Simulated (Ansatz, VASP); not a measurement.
# ZrB2: VASP beside Ansatz

Aim: how closely do two programs agree when they are given the same cell, functional and k mesh? The structure shown is the end of the Ansatz relaxation below.

Main program and level: Ansatz 0.2.0; plane waves, with VASP 6.6.1 beside it; single point at PBEsol.

**1. Starting point**

The structure is hexagonal, space group P6/mmm (No. 191). Conventional cell: a = 3.123 Å, b = 3.123 Å, c = 3.528 Å, α = 90.00°, β = 90.00°, γ = 120.00°. Nearest to B lie 3 B at 1.80 Å and 6 Zr at 2.52 Å. Nearest to Zr lie 12 B at 2.52 Å. Farther neighbours are not listed.

**2. Ansatz: relaxation, PBEsol**

Ansatz runs on its PAW soft_1 files.

This run makes the geometry at which the two programs are then compared.

Contents of input.yaml:

```yaml
crystal:
  lattice:
    - [3.1231916779, 0.0, 0.0]
    - [-1.5615958389, 2.7047633339, 0.0]
    - [0.0, 0.0, 3.5074356982]
  atoms:
    - { symbol: B, position: [0.3333333333, 0.6666666667, 0.5] }
    - { symbol: B, position: [0.6666666667, 0.3333333333, 0.5] }
    - { symbol: Zr, position: [0.0, 0.0, 0.0] }
kpoints:
  mp_grid: { grid: [15, 15, 12] }
hamiltonian:
  xc: pbesol
  pseudopotentials: { kind: paw, azcp: { folder: soft_1 }, xc_functional: pbe }
scf:
  occupations: { method: methfessel_paxton, width: 0.2 }
output:
  forces: true
  stress: true
  eigenvalues: true
relax:
  adjacent_minimum: "off"
  f_tol: 0.001
  max_steps: 60
  cell: { stress_tol: 0.01, fix: [a, b, gamma] }
```

On the command line:

```console
$ ansatz run input.yaml --threads 4 --pin off --max-ram 10240MiB --backend cpu --events-out ev --progress --plain --runs-dir out
```

Numbers of over 12 decimals in the logs are rounded to 6 here.

Output:

```text
Engine: ansatz 0.2.0, x86_64-unknown-linux-gnu
Pseudopotentials: kind: paw
Pseudopotential: B, paw, valence charge 3, recommended cutoff 420 eV (normal), soft_1/B.paw.azcp
Pseudopotential: Zr, paw, valence charge 12, recommended cutoff 420 eV (normal), soft_1/Zr.paw.azcp
Functional definition: PBEsol
  exchange = pbesol_x
  correlation = pbesol_c
Crystal: 3 atoms, lattice volume = 29.629 Å³
Basis set: ecut = 420 eV, 563 PW (Γ), exchange–correlation on 48×48×48 points (8 copies of the dense FFT grid, shifted against one another)
Bands: 13, of which v1, the nominal top of the filled ones, is band 9 counted from 1 (8 counted from 0)
Symmetry: 24 space group operations
Space group: P6/mmm (ITA 191), of the structure as read, at distance tolerance 3.1e-5 Å
k-points: 189 of 2700
Non-local potential: B, projectors of the file, l = 0: 2, l = 1: 2, l = 2: 1
Non-local potential: Zr, projectors of the file, l = 0: 3, l = 1: 2, l = 2: 2, l = 3: 1
PAW form: soft (Blöchl's): semilocal exchange-correlation on the pseudo side does not see the compensation charge
PAW frozen core: B, regenerated for the run's functional, and the local potential with it (the file was generated under x = pbe(κ = 0.804, μ = 0.219515), c = pbe(β = 0.066725))
PAW frozen core: Zr, regenerated for the run's functional, and the local potential with it (the file was generated under x = pbe(κ = 0.804, μ = 0.219515), c = pbe(β = 0.066725))
PAW one-centre angular grid: B, 110 points (default); XC on 64 Gauss nodes
PAW one-centre angular grid: Zr, 590 points (default); XC on 64 Gauss nodes
Initial density: superposition of atomic densities (chi_scale 0.1, normalization cell, long waves kept (reshape's long-wave potential 0.00 eV rms))
Initial wavefunctions: pseudopotential atomic-orbital guess
Functional: x = pbesol(κ = 0.804, μ = 0.123457), c = pbesol(β = 0.046)
SCF iter   1: F=—  HF=-4437.763297 eV  |F-HF|=—  |Δ(HF+E_count)|=         —  Δρ=5.77e-2  dr2=1.79e0  ethr=3.10e-3  ⟨swp⟩=4.9  Hψ=11897  notcnv=0
preconditioner: auto → none  [metal: Δε(μ)=0.099 eV  Ē_g=17.163 eV  σ=0.200 eV  W_gap=0.40  n_scr=8 (ndim 8)  ℏωp=27.3 eV  f_vac=0.000  D(μ)=0.24/eV (n_scr^D=0)  sad-step TF]
SCF iter   2: F=—  HF=-4437.350335 eV  |F-HF|=—  |Δ(HF+E_count)|=   4.13e-1  S|Δr|=    0.00e0  Δρ=2.90e-2  dr2=4.11e-1  ethr=3.10e-3  ⟨swp⟩=2.2  Hψ=4913  notcnv=0
SCF iter   3: F=—  HF=-4437.229927 eV  |F-HF|=—  |Δ(HF+E_count)|=   1.20e-1  S|Δr|=    0.00e0  Δρ=2.25e-3  dr2=1.00e-3  ethr=2.28e-3  ⟨swp⟩=2.0  Hψ=4179  notcnv=0
SCF iter   4: F=—  HF=-4437.230381 eV  |F-HF|=—  |Δ(HF+E_count)|=   4.54e-4  S|Δr|=    0.00e0  Δρ=4.19e-4  dr2=4.18e-5  ethr=5.58e-6  ⟨swp⟩=2.5  Hψ=5547  notcnv=0
SCF iter   5: F=—  HF=-4437.230386 eV  |F-HF|=—  |Δ(HF+E_count)|=   4.50e-6  S|Δr|=    0.00e0  Δρ=4.47e-5  dr2=7.83e-7  ethr=2.32e-7  ⟨swp⟩=2.2  Hψ=3949  notcnv=0
SCF iter   6: F=-4437.230386 eV  HF=-4437.230386 eV  |F-HF|=4.83e-9  |Δ(HF+E_count)|=   1.13e-7  S|Δr|=    0.00e0  Δρ=6.19e-6  dr2=8.91e-9  ethr=5.56e-10  ⟨swp⟩=5.4  Hψ=11672  notcnv=0
SCF 1 converged in 6 iterations: F = -4437.230386 eV  dr2 = 8.91e-9
  greatest PAW one-centre occupation: 0.996 electrons in one spin orbital (limit 2), on the Zr atom at site 2 (counted from 0), in its partial waves of l = 0
relax step   1: F+E_penalty+E_count = -4437.23038583 eV  Δ(F+E_penalty+E_count) = +0.000e0 eV  max|allowed force component| = 2.467e-16 eV/Å  Δτ_max = 0.0000 Å  P = +5.381 GPa  Ω = 29.629 Å³  fix = [a, b, gamma]  reactions: a +6.720, b +6.720 GPa  (6 SCF iters, dr2 threshold 1.00e-7 eV, accepted)
[...]
relax step   4: F+E_penalty+E_count = -4437.23171186 eV  Δ(F+E_penalty+E_count) = -1.244e-6 eV  max|allowed force component| = 2.529e-16 eV/Å  Δτ_max = 0.0000 Å  P = +3.939 GPa  Ω = 29.798 Å³  energy of the carried Pulay correction = -9.658e-5 eV  fix = [a, b, gamma]  reactions: a +5.908, b +5.908 GPa  (3 SCF iters, dr2 threshold 2.08e-9 eV, accepted)
[...]
relax step   5: F+E_penalty+E_count = -4437.23181771 eV  Δ(F+E_penalty+E_count) = -1.059e-4 eV  max|allowed force component| = 2.591e-16 eV/Å  Δτ_max = 0.0000 Å  P = +3.945 GPa  Ω = 29.798 Å³  fix = [a, b, gamma]  reactions: a +5.912, b +5.912 GPa  stress off target by 1.08e-2 GPa on what of the cell is left free  SCF on the basis re-selected at this cell (its energy is not comparable with the rows above)  (5 SCF iters)
[...]
relax step   6: F+E_penalty+E_count = -4437.23181734 eV  Δ(F+E_penalty+E_count) = +3.701e-7 eV  max|allowed force component| = 2.035e-16 eV/Å  Δτ_max = 0.0000 Å  P = +3.939 GPa  Ω = 29.799 Å³  energy of the carried Pulay correction = -3.934e-7 eV  fix = [a, b, gamma]  reactions: a +5.908, b +5.908 GPa  (2 SCF iters, dr2 threshold 2.94e-10 eV, accepted)
[...]
relax step   7: F+E_penalty+E_count = -4437.23181734 eV  Δ(F+E_penalty+E_count) = -7.822e-11 eV  max|allowed force component| = 1.665e-16 eV/Å  Δτ_max = 0.0000 Å  P = +3.939 GPa  Ω = 29.799 Å³  fix = [a, b, gamma]  reactions: a +5.908, b +5.908 GPa  stress off target by 1.82e-5 GPa on what of the cell is left free  SCF on the basis re-selected at this cell (its energy is not comparable with the rows above)  (5 SCF iters)
basis re-selected at this cell: Δ(F+E_penalty+E_count) = -7.822e-11 eV, ΔP = -0.000 GPa vs the last step (what re-selecting the basis moved, of the pressure what is left beyond the Pulay correction that the steps carried, after the strain that the cell walked since its last selection, with what the two solves' SCF thresholds leave and, on support functions, any second-order correction that the steps lacked; it is no  [...]
SCF converged after 5 iterations
Stability not checked: this state was not tested for a lower state beside it, because cold or Methfessel-Paxton smearing, or corrected tetrahedra, fill the levels in a way that the test cannot read (fill_not_monotonic; see scf.lower_state_search)
Free energy (F): -4437.231817 eV
Harris-Foulkes:  -4437.231817 eV  (|F-HF|=0.00e0)
Internal energy: -4437.232350 eV  (E = F + TS)
E sigma→0 (E₀):  -4437.231951 eV
Entropy (-TS):   0.000533 eV (0.178 meV/atom)
Fermi energy:    16.137705 eV
--- Per-component energies (eV) ---
  E_band       = -17.529539
  E_kinetic    = 420.936065
  E_local      = -513.759841  (includes V_loc(G=0)·N_el)
  E_nonlocal   = 91.237442
  E_hartree    = 174.566379
  E_xc         = -222.494017
  E_vxc        = -264.200177  (∫ρ·V_xc dr)
  E_paw        = -3060.098629  (= ΣΔE_a)
  E_vpaw       = -100.875758  (= ΣTr[D̂ρ^β])
  E_aug_tail   = -0.000009  (compensation charges beyond the density's cutoff)
  E_ewald      = -1327.814883
  E_core_change = 0.195143  (= ΣΔE_core)
  E_smearing   = 0.000533  (= −TS)
  E_closure    = 0.000000  (closes the sum)
  Σ components = -4437.231817   (vs F -4437.231817, Δ=0.00e0)
--- Forces (eV/Å), atoms counted from 1 ---
  atom   1  B      0.00000000    -0.00000000     0.00000000
  atom   2  B      0.00000000     0.00000000     0.00000000
  atom   3  Zr     0.00000000     0.00000000     0.00000000
  max |Σ_I F_I| component: 5.55e-17 eV/Å
--- Stress (GPa, compression-positive) ---
        5.908422       0.000000       0.000000
       -0.000000       5.908422       0.000000
        0.000000       0.000000      -0.000018
  P = ⅓ Tr σ = 3.9389 GPa (39.389 kbar)
--- Band table (eV; the first three rows and the last of 189) ---
  k-point 0: bands = [... 5 lower, 13.4429, 13.5813, 13.5813, 13.7653, 19.7153, 19.7153, 20.4121, 20.4121]
  k-point 1: bands = [... 5 lower, 12.7126, 13.6473, 13.6473, 14.4620, 19.1697, 19.1697, 20.1953, 20.1953]
  k-point 2: bands = [... 5 lower, 11.8102, 13.8433, 13.8433, 15.2861, 18.3293, 18.3293, 19.6213, 19.6213]
  k-point 188: bands = [... 5 lower, 7.3459, 11.1701, 13.5323, 13.5323, 20.3158, 22.4434, 22.4434, 22.9556]
--- Relaxed structure (5 steps of the walk, 5 accepted, 2 SCFs on fresh bases) ---
  F+E_penalty+E_count = -4437.23181734 eV   max|allowed force component| = 1.665e-16 eV/Å   (the final SCF, on the basis selected at the relaxed cell)
  cell:  # Å, volume = 29.7991 Å³
    - [3.123192, -2.886750345059746e-11, 0.0]
    - [-1.561596, 2.704763, 0.0]
    - [0.0, 0.0, 3.527569]
  atoms:
    - { symbol: B, position: [0.333333, 0.666667, 0.5] }
    - { symbol: B, position: [0.666667, 0.333333, 0.5] }
    - { symbol: Zr, position: [0, 0, 0.0] }
```

**3. VASP: single point, PBEsol, pair 1**

The same cell, functional, mesh and smearing now go to VASP, with its own data sets.

Lines of VASP's logs that name or quote its potential files are left out, and so is its time.

Contents of INCAR:

```
SYSTEM = ZrB2
PREC = Accurate
ENCUT = 500
EDIFF = 1E-06
NELM = 120
ISMEAR = 1
SIGMA = 0.2
LREAL = .FALSE.
ALGO = Normal
GGA = PS
NBANDS = 15
LASPH = .TRUE.
LORBIT = 11
LWAVE = .FALSE.
LCHARG = .FALSE.
ISIF = 2
GGA_COMPAT = .FALSE.
KPAR = 2
```

Contents of POSCAR:

```
ZrB2
1.0
    3.1231916779      0.0000000000      0.0000000000
   -1.5615958389      2.7047633339      0.0000000000
    0.0000000000      0.0000000000      3.5275686435
B Zr
2 1
Direct
    0.3333333333      0.6666666667      0.5000000000
    0.6666666667      0.3333333333      0.5000000000
    0.0000000000      0.0000000000      0.0000000000
```

Contents of KPOINTS:

```
Automatic mesh
0
Gamma
15 15 12
0 0 0
```

PAW data sets: B and Zr_sv (PBE family, release 64).

On the command line:

```console
$ mpirun -np 2 vasp_std
```

Output:

```text
[banner, memory and clock lines left out]
running    2 mpi-ranks, on    1 nodes
 distrk:  each k-point on    1 cores,    2 groups
 distr:  one band on    1 cores,    1 groups

 POSCAR found type information on POSCAR B Zr
 POSCAR found :  2 types and       3 ions
|                                                                             |
|               ----> ADVICE to this user running VASP <----                  |
|                                                                             |
|     You enforced a specific xc type in the INCAR file but a different       |
|     [... a line on the potential file left out ...]
|     I HOPE YOU KNOW WHAT YOU ARE DOING!                                     |
|                                                                             |

 LDA part: xc-table for (Slater+PW92), standard interpolation
 POSCAR, INCAR and KPOINTS ok, starting setup
 FFT: planning ... GRIDC
 FFT: planning ... GRID_SOFT
 FFT: planning ... GRID
 WAVECAR not read
 entering main loop
       N       E                     dE             d eps       ncg     rms          rms(c)
DAV:   1     0.101729150893E+03    0.10173E+03   -0.95727E+03  5670   0.116E+03
DAV:   2    -0.247304830137E+02   -0.12646E+03   -0.12141E+03  7197   0.301E+02
DAV:   3    -0.289635779448E+02   -0.42331E+01   -0.42115E+01  9000   0.482E+01
DAV:   4    -0.290448665054E+02   -0.81289E-01   -0.81274E-01  6694   0.587E+00
DAV:   5    -0.290461872353E+02   -0.13207E-02   -0.13207E-02  8740   0.593E-01    0.235E+01
DAV:   6    -0.264409668405E+02    0.26052E+01   -0.60214E+00  7109   0.172E+01    0.980E+00
DAV:   7    -0.263933601130E+02    0.47607E-01   -0.69917E-01  8292   0.538E+00    0.350E+00
DAV:   8    -0.263940008487E+02   -0.64074E-03   -0.10543E-01  6775   0.276E+00    0.505E-01
DAV:   9    -0.263901350520E+02    0.38658E-02   -0.21728E-02  7142   0.115E+00    0.209E-01
DAV:  10    -0.263897379212E+02    0.39713E-03   -0.16581E-03  6713   0.392E-01    0.389E-02
DAV:  11    -0.263897439652E+02   -0.60440E-05   -0.73151E-05  7728   0.806E-02    0.120E-02
DAV:  12    -0.263897420166E+02    0.19486E-05   -0.32200E-06  6826   0.128E-02    0.586E-03
DAV:  13    -0.263897418532E+02    0.16335E-06   -0.57149E-07  3367   0.643E-03
   1 F= -.26389742E+02 E0= -.26389919E+02  d E =0.532219E-03
```

OUTCAR, selected parts (step 3):

```text
ion  position               nearest neighbor table
   1  0.333  0.667  0.500-   2 1.80   2 1.80   2 1.80   3 2.52   3 2.52   3 2.52   3 2.52   3 2.52
                             3 2.52
   2  0.667  0.333  0.500-   1 1.80   1 1.80   1 1.80   3 2.52   3 2.52   3 2.52   3 2.52   3 2.52
                             3 2.52
   3  0.000  0.000  0.000-   1 2.52   2 2.52   1 2.52   2 2.52   1 2.52   1 2.52   2 2.52   2 2.52
                             2 2.52   2 2.52   1 2.52   1 2.52

  LATTYP: Found a hexagonal cell.
 ALAT       =     3.1231916779
 C/A-ratio  =     1.1294755517

 Subroutine GETGRP returns: Found 24 space group operations
 (whereof 24 operations were pure point group operations)

The static configuration has the point symmetry D_6h.

 Found    189 irreducible k-points:

   k-points           NKPTS =    189   k-points in BZ     NKDIM =    189   number of bands    NBANDS=     15

   dimension x,y,z NGX =    24 NGY =   24 NGZ =   28
   dimension x,y,z NGXF=    48 NGYF=   48 NGZF=   56

   ENCUT  =  500.0 eV  36.75 Ry    6.06 a.u.   5.69  5.69  6.43*2*pi/ulx,y,z

   NELECT =      18.0000    total number of electrons

 k-points in reciprocal lattice and weights: Automatic mesh
   0.00000000  0.00000000  0.00000000       0.000
   0.06666667  0.00000000  0.00000000       0.002
   0.13333333  0.00000000  0.00000000       0.002
   0.20000000  0.00000000  0.00000000       0.002
   0.26666667  0.00000000  0.00000000       0.002
   0.33333333  0.00000000  0.00000000       0.002
   0.40000000 -0.00000000  0.00000000       0.002
   0.46666667 -0.00000000  0.00000000       0.002
   0.06666667  0.06666667  0.00000000       0.002
[...]
0.33333333  0.26666667  0.50000000       0.004
   0.33333333  0.33333333  0.50000000       0.001

 average (electrostatic) potential at core
       1 -21.6618       2 -21.6618       3 -72.1227

 E-fermi :  10.7398

 k-point     1 :       0.0000    0.0000    0.0000
  band No.  band energies     occupation
    ...
      5      -2.0857      2.00000
      6       8.0442      2.00000
      7       8.1846      2.00000
      8       8.1846      2.00000
      9       8.3652      2.00000
     10      14.3215     -0.00000
     11      14.3215     -0.00000
     12      15.0207      0.00000
     13      15.0207      0.00000
     14      16.0877      0.00000
    ...

 k-point     2 :       0.0667    0.0000    0.0000
  band No.  band energies     occupation
    ...
      5      -1.9930      2.00000
      6       7.9149      2.00000
      7       8.1404      2.00000
      8       8.1890      2.00000
      9       8.2573      2.00000
     10      14.2599     -0.00000
     11      14.4389     -0.00000
     12      14.4723     -0.00000
     13      14.6492     -0.00000
     14      16.4706      0.00000
    ...

 k-point     3 :       0.1333    0.0000    0.0000
  band No.  band energies     occupation
    ...
      5      -1.7228      2.00000
      6       7.2312      2.00000
      7       7.9808      2.00000
      8       8.1852      2.00000
      9       8.3853      2.00000
     10      13.5876     -0.00000
     11      14.0926     -0.00000
     12      14.2726     -0.00000
     13      14.7837      0.00000
     14      17.0006      0.00000
    ...

  Total        1.1631538      1.1631538      0.0580741      0.0000000      0.0000000      0.0000000
  in kB       62.5380485     62.5380485      3.1224105      0.0000000      0.0000000      0.0000000
  external PRESSURE =      42.7328358 kB  Pullay stress =       0.0000000 kB

  energy-cutoff  :      500.00
  volume of cell :       29.80
      direct lattice vectors                 reciprocal lattice vectors
     3.123191678  0.000000000  0.000000000     0.320185279  0.184859057  0.000000000
    -1.561595839  2.704763334  0.000000000     0.000000000  0.369718115  0.000000000
     0.000000000  0.000000000  3.527568643     0.000000000  0.000000000  0.283481372

 POSITION                                       TOTAL-FORCE (eV/Angst)
 -----------------------------------------------------------------------------------
     -0.00000      1.80318      1.76378        -0.000000      0.000000      0.000000
      1.56160      0.90159      1.76378         0.000000      0.000000     -0.000000
      0.00000      0.00000      0.00000         0.000000     -0.000000     -0.000000
 -----------------------------------------------------------------------------------
    total drift:                               -0.000000      0.000000      0.000000

  FREE ENERGIE OF THE ION-ELECTRON SYSTEM (eV)
  ---------------------------------------------------
  free  energy   TOTEN  =       -26.3897418532 eV

  energy  without entropy=      -26.3902740724  energy(sigma->0) =      -26.38991926

 total charge
# of ion       s       p       d       tot
------------------------------------------
    1        0.671   1.269   0.000   1.940
    2        0.671   1.269   0.000   1.940
    3        2.177   6.035   1.822  10.034
--------------------------------------------------
tot          3.518   8.574   1.822  13.914

[... 3 further parts left out ...]
```

The run ends at a pressure of 4.27 GPa.

**4. Differences**

Known differences besides the potentials themselves: the cutoff is 420 eV in Ansatz and 500 eV in VASP; Ansatz makes its cores anew for this functional, VASP keeps those of its PBE data sets; Ansatz's pressure holds a Pulay correction, VASP's none. Total energies have different zeros and are not compared.

Compared:

```
      quantity  Ansatz  VASP  difference
pressure (GPa)    3.94  4.27       -0.33
```

**5. Ansatz: relaxation, PBEsol**

This run makes the geometry at which the two programs are then compared. The cell compared in this pair holds 29.54 Å³, against 29.80 Å³ for the pair before.

The structure compared here is the end of the Ansatz relaxation.

input.yaml, the sections that differ from step 2:

```yaml
crystal:
  lattice:
    - [3.1751733023, 0.0, 0.0]
    - [-1.5875866511, 2.7497807412, 0.0]
    - [0.0, 0.0, 3.3671382702]
  atoms:
    - { symbol: B, position: [0.3333333333, 0.6666666667, 0.5] }
    - { symbol: B, position: [0.6666666667, 0.3333333333, 0.5] }
    - { symbol: Zr, position: [0.0, 0.0, 0.0] }
relax:
  adjacent_minimum: "off"
  f_tol: 0.001
  max_steps: 60
  cell: { stress_tol: 0.01, fix: [c, angles] }
# kpoints, hamiltonian, scf, output: as in step 2
```

On the command line:

```console
$ ansatz run input.yaml --threads 4 --pin off --max-ram 10240MiB --backend cpu --events-out ev --progress --plain --runs-dir out
```

Output:

```text
[...]
--- Relaxed structure (3 steps of the walk, 3 accepted, 1 SCFs on fresh bases) ---
[...]
cell:  # Å, volume = 29.5389 Å³
    - [3.182742, -2.8936266439261765e-11, 0]
    - [-1.591371, 2.756335, 0]
    - [0, 0, 3.3671382702]
  atoms:
    - { symbol: B, position: [0.333333, 0.666667, 0.5] }
    - { symbol: B, position: [0.666667, 0.333333, 0.5] }
    - { symbol: Zr, position: [0, 0, 0] }
[key lines of the parts left out:]
SCF converged after 5 iterations
Free energy (F): -4437.178971 eV
Fermi energy:    16.339279 eV
P = ⅓ Tr σ = 5.6595 GPa (56.595 kbar)
```

(Part 1 of 2 ends here.)

[Lines on the potential files, build, host, timing and source positions are cut from VASP's logs without a mark.]

[Logs are printed without paths, hosts, clocks, repeated set-up lines and the standing remarks that a program may print on its own settings, such as how far it seeks lower states.]

[Hosts, paths, dates, database ids (printed as entryN), source tags and the programs' standing remarks are cut or masked in the printed files.]
